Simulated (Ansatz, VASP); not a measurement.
## Cross-check of Mo (Mo(100) film of 3 layers) between VASP and Ansatz

Aim: how closely do two programs agree when they are given the same cell, functional and k mesh? The cell is taken from a series of runs on this material, whose earlier steps may have relaxed, scaled, displaced or heated it; both programs get it as it stands.

Main program and level: Ansatz 0.2.0; plane waves, with VASP 6.6.1 beside it; zone-centre phonons at LDA.

**1. Starting point**

The cell holds 3 atoms: 3 Mo. Its edges and angles: a = 2.951 Å, b = 2.951 Å, c = 30.100 Å, α = 90.0°, β = 90.0°, γ = 90.0°. It derives from Mo. Vacuum lies along c.

As a file:

```
Mo
1.0
     2.95054    0.00000    0.00000
     0.00000    2.95054    0.00000
     0.00000    0.00000   30.10000
Mo
3
Direct
  0.00000 0.00000 0.18411
  0.50000 0.50000 0.23505
  0.00000 0.00000 0.28599
```

**2. VASP: zone-centre phonons, LDA**

Second derivatives magnify differences that forces hide, and they need a tight electronic threshold.

Lines of VASP's logs that name or quote its potential files are left out, and so is its time.

INCAR reads:

```
SYSTEM = Mo
PREC = Accurate
ENCUT = 500
EDIFF = 1E-08
NELM = 120
ISMEAR = 1
SIGMA = 0.2
LREAL = .FALSE.
ALGO = Normal
GGA = PW92
NBANDS = 27
LASPH = .TRUE.
LORBIT = 11
LWAVE = .FALSE.
LCHARG = .FALSE.
ISIF = 2
IBRION = 8
GGA_COMPAT = .FALSE.
NELMDL = -8
KPAR = 2
```

POSCAR reads:

```
Mo
1.0
    2.9505434339      0.0000000000      0.0000000000
    0.0000000000      2.9505434339      0.0000000000
    0.0000000000      0.0000000000     30.0999999720
Mo
3
Direct
    0.0000000000      0.0000000000      0.1841110806
    0.5000000000      0.5000000000      0.2350498341
    0.0000000000      0.0000000000      0.2859885876
```

KPOINTS reads:

```
Automatic mesh
0
Gamma
6 6 1
0 0 0
```

The projector-augmented-wave data sets are Mo_sv (LDA family, release 64).

Run with:

```
mpirun -np 2 vasp_std
```

Numbers of over 12 decimals in the logs are rounded to 6 here.

The log of the run:

```text
[banner, memory and clock lines left out]
running    2 mpi-ranks, on    1 nodes
 distrk:  each k-point on    1 cores,    2 groups
 distr:  one band on    1 cores,    1 groups

 POSCAR found type information on POSCAR Mo
 POSCAR found :  1 types and       3 ions
|                                                                             |
|               ----> ADVICE to this user running VASP <----                  |
|                                                                             |
|     You enforced a specific xc type in the INCAR file but a different       |
|     [... a line on the potential file left out ...]
|     I HOPE YOU KNOW WHAT YOU ARE DOING!                                     |
|                                                                             |

 LDA part: xc-table for (Slater(with rela. corr.)+PW92), standard interpolation
 POSCAR, INCAR and KPOINTS ok, starting setup
 FFT: planning ... GRIDC
 FFT: planning ... GRID_SOFT
 FFT: planning ... GRID
 WAVECAR not read
 entering main loop
       N       E                     dE             d eps       ncg     rms          rms(c)
DAV:   1     0.329084559337E+03    0.32908E+03   -0.25657E+04   804   0.123E+03
DAV:   2    -0.246950701780E+02   -0.35378E+03   -0.34915E+03   657   0.359E+02
DAV:   3    -0.349181318250E+02   -0.10223E+02   -0.97374E+01   617   0.567E+01
DAV:   4    -0.353192301259E+02   -0.40110E+00   -0.39140E+00   784   0.778E+00
DAV:   5    -0.353236793694E+02   -0.44492E-02   -0.44195E-02   665   0.835E-01
DAV:   6    -0.353237646650E+02   -0.85296E-04   -0.85233E-04   776   0.113E-01
DAV:   7    -0.353237662193E+02   -0.15543E-05   -0.15535E-05   671   0.155E-02
DAV:   8    -0.353237662848E+02   -0.65513E-07   -0.65761E-07   717   0.279E-03    0.273E+01
DAV:   9    -0.332833701357E+02    0.20404E+01   -0.22333E+01   634   0.299E+01    0.151E+01
DAV:  10    -0.339644626577E+02   -0.68109E+00   -0.25924E+01   586   0.320E+01    0.126E+01
DAV:  11    -0.319433178330E+02    0.20211E+01   -0.12434E+01   611   0.192E+01    0.168E+00
DAV:  12    -0.319453208886E+02   -0.20031E-02   -0.24906E-01   619   0.365E+00    0.123E+00
DAV:  13    -0.319330812170E+02    0.12240E-01   -0.78168E-02   620   0.188E+00    0.137E+00
DAV:  14    -0.319317117024E+02    0.13695E-02   -0.71756E-03   618   0.738E-01    0.497E-01
[...]
DAV:  25    -0.319324537863E+02   -0.49123E-05   -0.21840E-07   517   0.227E-03    0.333E-04
DAV:  26    -0.319324555704E+02   -0.17841E-05   -0.39561E-08   469   0.105E-03    0.405E-04
DAV:  27    -0.319324564903E+02   -0.91993E-06   -0.29262E-08   386   0.378E-04    0.359E-04
DAV:  28    -0.319324569483E+02   -0.45797E-06   -0.10121E-08   355   0.693E-04    0.140E-04
DAV:  29    -0.319324570943E+02   -0.14596E-06   -0.17101E-09   358   0.181E-04    0.119E-04
DAV:  30    -0.319324571336E+02   -0.39343E-07    0.83209E-10   328   0.173E-04    0.319E-05
DAV:  31    -0.319324571462E+02   -0.12618E-07    0.12646E-09   306   0.125E-04    0.464E-05
DAV:  32    -0.319324571509E+02   -0.46293E-08    0.14450E-09   309   0.574E-05
   1 F= -.31932457E+02 E0= -.31920405E+02  d E =-.361579E-01
 Linear response reoptimize wavefunctions to high precision
DAV:   1    -0.319324571517E+02   -0.80854E-09    0.15690E-09   312   0.242E-05
DAV:   2    -0.319324571516E+02    0.36380E-10    0.15962E-09   306   0.788E-06
DAV:   3    -0.319324571516E+02    0.00000E+00    0.15974E-09   306   0.351E-06
 Linear response DOF=           4
 Linear response progress:
  Degree of freedom:   1/  4
       N       E                     dE             d eps       ncg     rms          rms(c)
RMM:   1    -0.829010562032E+00   -0.82901E+00    0.18270E-01   950   0.260E+01
RMM:   2    -0.662621281604E+00    0.16639E+00   -0.29302E-01  1151   0.365E+00    0.153E-01
RMM:   3    -0.666929110420E+00   -0.43078E-02   -0.20856E-02  1457   0.911E-01    0.785E-02
RMM:   4    -0.666405323465E+00    0.52379E-03   -0.11624E-03  1678   0.172E-01    0.359E-02
RMM:   5    -0.666387004250E+00    0.18319E-04   -0.26286E-04  1522   0.611E-02    0.798E-02
RMM:   6    -0.666250656997E+00    0.13635E-03   -0.13266E-04  1467   0.408E-02    0.569E-03
RMM:   7    -0.666317149377E+00   -0.66492E-04   -0.34003E-05  1590   0.169E-02    0.228E-03
RMM:   8    -0.666333793878E+00   -0.16645E-04   -0.76643E-06  1687   0.676E-03    0.170E-03
RMM:   9    -0.666347985961E+00   -0.14192E-04   -0.18101E-05  1510   0.385E-03    0.820E-04
RMM:  10    -0.666356193258E+00   -0.82073E-05   -0.57307E-06  1560   0.223E-03    0.348E-04
RMM:  11    -0.666354409966E+00    0.17833E-05   -0.67084E-06  1561   0.125E-03    0.837E-05
RMM:  12    -0.666354515853E+00   -0.10589E-06    0.33851E-06  1799   0.740E-04    0.586E-05
RMM:  13    -0.666354907876E+00   -0.39202E-06    0.42812E-07  1634   0.494E-04    0.389E-05
RMM:  14    -0.666355511646E+00   -0.60377E-06    0.43864E-07  1555   0.377E-04    0.107E-05
[...]
RMM:  19    -0.666355971984E+00   -0.58256E-07    0.65689E-07  1718   0.918E-05    0.124E-06
RMM:  20    -0.666355959116E+00    0.12868E-07    0.24256E-07  1708   0.761E-05    0.148E-06
RMM:  21    -0.666355999552E+00   -0.40436E-07    0.33589E-07  1651   0.692E-05    0.100E-06
RMM:  22    -0.666356005173E+00   -0.56214E-08    0.10883E-07  1707   0.614E-05    0.821E-07
[...]
Linear response progress:
  Degree of freedom:   2/  4
       N       E                     dE             d eps       ncg     rms          rms(c)
RMM:   1    -0.104544716949E+01   -0.10454E+01    0.25925E-01   591   0.260E+01
RMM:   2    -0.875699957426E+00    0.16975E+00   -0.30243E-01   722   0.371E+00    0.359E-01
RMM:   3    -0.881610518845E+00   -0.59106E-02   -0.23271E-02   838   0.958E-01    0.283E-01
RMM:   4    -0.882908904448E+00   -0.12984E-02   -0.23894E-03   843   0.263E-01    0.285E-01
RMM:   5    -0.884972502069E+00   -0.20636E-02   -0.54261E-03   919   0.278E-01    0.426E-01
RMM:   6    -0.881217464325E+00    0.37550E-02   -0.18760E-03   823   0.172E-01    0.467E-02
RMM:   7    -0.881267537519E+00   -0.50073E-04   -0.24550E-04   815   0.658E-02    0.217E-02
RMM:   8    -0.881292912576E+00   -0.25375E-04   -0.50852E-05   910   0.229E-02    0.108E-02
RMM:   9    -0.881299682885E+00   -0.67703E-05   -0.11072E-05   925   0.113E-02    0.171E-03
RMM:  10    -0.881299005183E+00    0.67770E-06   -0.60068E-06  1026   0.370E-03    0.135E-03
RMM:  11    -0.881293242333E+00    0.57628E-05   -0.27654E-06   902   0.205E-03    0.274E-04
RMM:  12    -0.881293077014E+00    0.16532E-06   -0.15053E-06  1021   0.863E-04    0.187E-04
RMM:  13    -0.881293257594E+00   -0.18058E-06   -0.13886E-06   924   0.496E-04    0.995E-05
RMM:  14    -0.881293135994E+00    0.12160E-06   -0.92647E-07   972   0.305E-04    0.592E-05
RMM:  15    -0.881293120904E+00    0.15091E-07   -0.77685E-07   923   0.243E-04    0.357E-05
RMM:  16    -0.881293262794E+00   -0.14189E-06   -0.55601E-07   921   0.178E-04    0.234E-05
RMM:  17    -0.881293264135E+00   -0.13410E-08   -0.50805E-07   933   0.138E-04    0.148E-05
RMM:  18    -0.881293322035E+00   -0.57900E-07   -0.28172E-07   960   0.119E-04    0.792E-06
RMM:  19    -0.881293355252E+00   -0.33217E-07   -0.21480E-07  1014   0.957E-05    0.530E-06
RMM:  20    -0.881293362200E+00   -0.69482E-08   -0.16227E-07   984   0.841E-05    0.413E-06
RMM:  21    -0.881293367757E+00   -0.55567E-08   -0.12050E-07   997   0.779E-05    0.199E-06
RMM:  22    -0.881293370528E+00   -0.27711E-08   -0.22070E-07   950   0.692E-05    0.203E-06
RMM:  23    -0.881293376063E+00   -0.55346E-08   -0.15872E-07   941   0.645E-05    0.127E-06
RMM:  24    -0.881293378157E+00   -0.20944E-08   -0.55371E-08   942   0.622E-05    0.150E-06
 first order change of Fermi-energy  -0.40115E+00
 force on displaced ion       1 direction 3 :   0.000  -0.000  -7.667
 Linear response progress:
  Degree of freedom:   3/  4
       N       E                     dE             d eps       ncg     rms          rms(c)
RMM:   1    -0.838927686839E+00   -0.83893E+00    0.12821E-01  1130   0.226E+01
RMM:   2    -0.672366854232E+00    0.16656E+00   -0.26924E-01  1213   0.290E+00    0.201E-01
RMM:   3    -0.675780826981E+00   -0.34140E-02   -0.19442E-02  1342   0.726E-01    0.111E-01
RMM:   4    -0.675129266980E+00    0.65156E-03   -0.98858E-04  1549   0.163E-01    0.394E-02
RMM:   5    -0.675037567314E+00    0.91700E-04   -0.19782E-04  1638   0.464E-02    0.863E-03
RMM:   6    -0.675099200298E+00   -0.61633E-04   -0.54695E-05  1449   0.201E-02    0.258E-03
RMM:   7    -0.675109470799E+00   -0.10271E-04   -0.33704E-05  1582   0.882E-03    0.148E-03
RMM:   8    -0.675120867897E+00   -0.11397E-04   -0.10767E-05  1496   0.458E-03    0.741E-04
RMM:   9    -0.675131715724E+00   -0.10848E-04   -0.62405E-06  1533   0.300E-03    0.199E-04
RMM:  10    -0.675129825531E+00    0.18902E-05   -0.88699E-06  1490   0.170E-03    0.143E-04
RMM:  11    -0.675129975122E+00   -0.14959E-06   -0.77545E-06  1634   0.109E-03    0.132E-04
RMM:  12    -0.675129561032E+00    0.41409E-06   -0.55409E-06  1478   0.792E-04    0.259E-04
RMM:  13    -0.675130542054E+00   -0.98102E-06   -0.38152E-06  1409   0.665E-04    0.166E-04
RMM:  14    -0.675131125277E+00   -0.58322E-06   -0.27622E-06  1522   0.465E-04    0.123E-04
RMM:  15    -0.675131271025E+00   -0.14575E-06   -0.22301E-06  1682   0.308E-04    0.120E-04
RMM:  16    -0.675131247296E+00    0.23729E-07   -0.14404E-06  1567   0.221E-04    0.137E-04
RMM:  17    -0.675131447174E+00   -0.19988E-06   -0.11298E-06  1476   0.193E-04    0.126E-04
 first order change of Fermi-energy   0.20718E-02
 force on displaced ion       2 direction 1 :  -6.181   0.000  -0.000
 Linear response progress:
  Degree of freedom:   4/  4
       N       E                     dE             d eps       ncg     rms          rms(c)
RMM:   1    -0.104057868293E+01   -0.10406E+01    0.70249E-01   783   0.230E+01
RMM:   2    -0.886991134886E+00    0.15359E+00   -0.25999E-01   742   0.275E+00    0.491E-01
RMM:   3    -0.968773786804E+00   -0.81783E-01   -0.41577E-02   806   0.129E+00    0.202E+00
RMM:   4    -0.887274535074E+00    0.81499E-01   -0.25581E-02   764   0.707E-01    0.268E-01
RMM:   5    -0.887087511070E+00    0.18702E-03   -0.37826E-03   859   0.236E-01    0.159E-01
RMM:   6    -0.886566503742E+00    0.52101E-03   -0.10632E-03   975   0.958E-02    0.278E-02
RMM:   7    -0.886660658485E+00   -0.94155E-04   -0.76001E-05   827   0.445E-02    0.118E-02
RMM:   8    -0.886659211733E+00    0.14468E-05   -0.29495E-05   914   0.151E-02    0.348E-03
RMM:   9    -0.886667249580E+00   -0.80378E-05   -0.35903E-06   969   0.526E-03    0.144E-03
RMM:  10    -0.886669307183E+00   -0.20576E-05   -0.25176E-07   895   0.231E-03    0.798E-04
RMM:  11    -0.886668532937E+00    0.77425E-06    0.37612E-06   888   0.123E-03    0.385E-04
RMM:  12    -0.886664694265E+00    0.38387E-05   -0.45850E-07   881   0.952E-04    0.307E-04
RMM:  13    -0.886664558700E+00    0.13557E-06   -0.11043E-07   868   0.558E-04    0.150E-04
RMM:  14    -0.886664930154E+00   -0.37145E-06   -0.32506E-07   894   0.486E-04    0.993E-05
RMM:  15    -0.886664735992E+00    0.19416E-06   -0.10962E-07   879   0.248E-04    0.458E-05
RMM:  16    -0.886664556981E+00    0.17901E-06   -0.28945E-07   904   0.215E-04    0.328E-05
RMM:  17    -0.886664623995E+00   -0.67014E-07   -0.89698E-08   921   0.159E-04    0.165E-05
RMM:  18    -0.886664648595E+00   -0.24600E-07   -0.18972E-07   943   0.110E-04    0.829E-06
RMM:  19    -0.886664600188E+00    0.48406E-07   -0.26109E-08   922   0.991E-05    0.504E-06
RMM:  20    -0.886664607067E+00   -0.68790E-08   -0.13971E-07   945   0.744E-05    0.299E-06
RMM:  21    -0.886664601553E+00    0.55139E-08    0.69522E-09   973   0.769E-05    0.198E-06
 first order change of Fermi-energy   0.10048E-03
 force on displaced ion       2 direction 3 :  -0.000  -0.000  -7.398
 Linear response finished
```

OUTCAR, selected parts (step 2):

```text
ion  position               nearest neighbor table
   1  0.000  0.000  0.184-   2 2.59   2 2.59   2 2.59   2 2.59   3 3.07
   2  0.500  0.500  0.235-   3 2.59   3 2.59   3 2.59   3 2.59   1 2.59   1 2.59   1 2.59   1 2.59

  LATTYP: Found a simple tetragonal cell.
 ALAT       =     2.9505434339
 C/A-ratio  =    10.2015105510

 Subroutine GETGRP returns: Found 16 space group operations
 (whereof  8 operations were pure point group operations)

The static configuration has the point symmetry C_4v.
 The point group associated with its full space group is D_4h.

 Found     10 irreducible k-points:

   k-points           NKPTS =     10   k-points in BZ     NKDIM =     10   number of bands    NBANDS=     27

   dimension x,y,z NGX =    24 NGY =   24 NGZ =  224
   dimension x,y,z NGXF=    48 NGYF=   48 NGZF=  448

   ENCUT  =  500.0 eV  36.75 Ry    6.06 a.u.   5.38  5.38 54.88*2*pi/ulx,y,z

   NELECT =      42.0000    total number of electrons

 k-points in reciprocal lattice and weights: Automatic mesh
   0.00000000  0.00000000  0.00000000       0.028
   0.16666667  0.00000000  0.00000000       0.111
   0.33333333  0.00000000  0.00000000       0.111
   0.50000000  0.00000000  0.00000000       0.056
   0.16666667  0.16666667  0.00000000       0.111
   0.33333333  0.16666667  0.00000000       0.222
   0.50000000  0.16666667  0.00000000       0.111
   0.33333333  0.33333333  0.00000000       0.111
   0.50000000  0.33333333  0.00000000       0.111
   0.50000000  0.50000000  0.00000000       0.028

 average (electrostatic) potential at core
       1 -83.0869       2 -83.0146       3 -83.0869

  Total        0.1773819      0.1773819      0.9593836      0.0000000      0.0000000      0.0000000
  in kB        1.0845493      1.0845493      5.8658689      0.0000000      0.0000000      0.0000000
  external PRESSURE =       2.6783225 kB  Pullay stress =       0.0000000 kB

  energy-cutoff  :      500.00
  volume of cell :      262.04
      direct lattice vectors                 reciprocal lattice vectors
     2.950543434  0.000000000  0.000000000     0.338920617  0.000000000  0.000000000
     0.000000000  2.950543434  0.000000000     0.000000000  0.338920617  0.000000000
     0.000000000  0.000000000 30.099999972     0.000000000  0.000000000  0.033222591

 POSITION                                       TOTAL-FORCE (eV/Angst)
 -----------------------------------------------------------------------------------
      0.00000      0.00000      5.54174         0.000000     -0.000000     -0.320817
      1.47527      1.47527      7.07500         0.000000      0.000000      0.000000
      0.00000      0.00000      8.60826         0.000000      0.000000      0.320817
 -----------------------------------------------------------------------------------
    total drift:                                0.000000      0.000000      0.000055

 Eigenvectors and eigenvalues of the dynamical matrix
 ----------------------------------------------------

   1 f  =    5.446743 THz    34.222894 2PiTHz  181.683784 cm-1    22.525908 meV
             X         Y         Z           dx          dy          dz
      0.000000  0.000000  5.541744    -0.000000    0.000000    0.707107
      1.475272  1.475272  7.075000     0.000000   -0.000000    0.000000
      0.000000  0.000000  8.608256    -0.000000    0.000000   -0.707107

   2 f  =    5.314090 THz    33.389410 2PiTHz  177.258950 cm-1    21.977299 meV
             X         Y         Z           dx          dy          dz
      0.000000  0.000000  5.541744    -0.000000    0.000000    0.407820
      1.475272  1.475272  7.075000     0.000000   -0.000000   -0.816924
      0.000000  0.000000  8.608256    -0.000000    0.000000    0.407820

   3 f  =    4.857132 THz    30.518261 2PiTHz  162.016488 cm-1    20.087475 meV
             X         Y         Z           dx          dy          dz
      0.000000  0.000000  5.541744     0.384320   -0.136327    0.000000
      1.475272  1.475272  7.075000    -0.769955    0.273121   -0.000000
      0.000000  0.000000  8.608256     0.384320   -0.136327   -0.000000

   4 f  =    4.857132 THz    30.518261 2PiTHz  162.016488 cm-1    20.087475 meV
             X         Y         Z           dx          dy          dz
      0.000000  0.000000  5.541744    -0.136327   -0.384320    0.000000
      1.475272  1.475272  7.075000     0.273121    0.769955   -0.000000
      0.000000  0.000000  8.608256    -0.136327   -0.384320   -0.000000

   5 f  =    2.638509 THz    16.578240 2PiTHz   88.011179 cm-1    10.911991 meV
             X         Y         Z           dx          dy          dz
      0.000000  0.000000  5.541744     0.123099    0.696309   -0.000000
      1.475272  1.475272  7.075000    -0.000000   -0.000000   -0.000000
      0.000000  0.000000  8.608256    -0.123099   -0.696309   -0.000000

   6 f  =    2.638509 THz    16.578240 2PiTHz   88.011179 cm-1    10.911991 meV
             X         Y         Z           dx          dy          dz
      0.000000  0.000000  5.541744     0.696309   -0.123099    0.000000
      1.475272  1.475272  7.075000     0.000000   -0.000000    0.000000
      0.000000  0.000000  8.608256    -0.696309    0.123099    0.000000

   7 f/i=    0.003911 THz     0.024576 2PiTHz    0.130468 cm-1     0.016176 meV
             X         Y         Z           dx          dy          dz
      0.000000  0.000000  5.541744     0.572792    0.074977    0.000000
      1.475272  1.475272  7.075000     0.571815    0.074849    0.000000
      0.000000  0.000000  8.608256     0.572792    0.074977    0.000000

   8 f/i=    0.003911 THz     0.024576 2PiTHz    0.130468 cm-1     0.016176 meV
             X         Y         Z           dx          dy          dz
      0.000000  0.000000  5.541744    -0.074977    0.572792    0.000000
      1.475272  1.475272  7.075000    -0.074849    0.571815    0.000000
      0.000000  0.000000  8.608256    -0.074977    0.572792    0.000000

   9 f/i=    0.003938 THz     0.024745 2PiTHz    0.131369 cm-1     0.016288 meV
             X         Y         Z           dx          dy          dz
      0.000000  0.000000  5.541744    -0.000000   -0.000000    0.577653
      1.475272  1.475272  7.075000    -0.000000   -0.000000    0.576745
      0.000000  0.000000  8.608256    -0.000000   -0.000000    0.577653

 ELASTIC MODULI CONTR FROM IONIC RELAXATION (kBar)
 Direction    XX          YY          ZZ          XY          YZ          ZX
 --------------------------------------------------------------------------------
 XX        -333.4232   -333.4232   -328.1105      0.0000     -0.0000     -0.0000
 YY        -333.4232   -333.4232   -328.1105      0.0000     -0.0000     -0.0000
 ZZ        -328.1105   -328.1105   -322.8825      0.0000     -0.0000     -0.0000
 XY           0.0000      0.0000      0.0000      0.0000      0.0000      0.0000
 YZ          -0.0000     -0.0000     -0.0000      0.0000    -68.2794      0.0000
 ZX          -0.0000     -0.0000     -0.0000      0.0000     -0.0000    -68.5943
 --------------------------------------------------------------------------------
```

(Continued in part 2 of 2.)

[Lines on the potential files, build, host, timing and source positions are cut from VASP's logs without a mark.]

[Logs are printed without paths, hosts, clocks, repeated set-up lines and the standing remarks that a program may print on its own settings, such as how far it seeks lower states.]

[Hosts, paths, dates, database ids (printed as entryN), source tags and the programs' standing remarks are cut or masked in the printed files.]
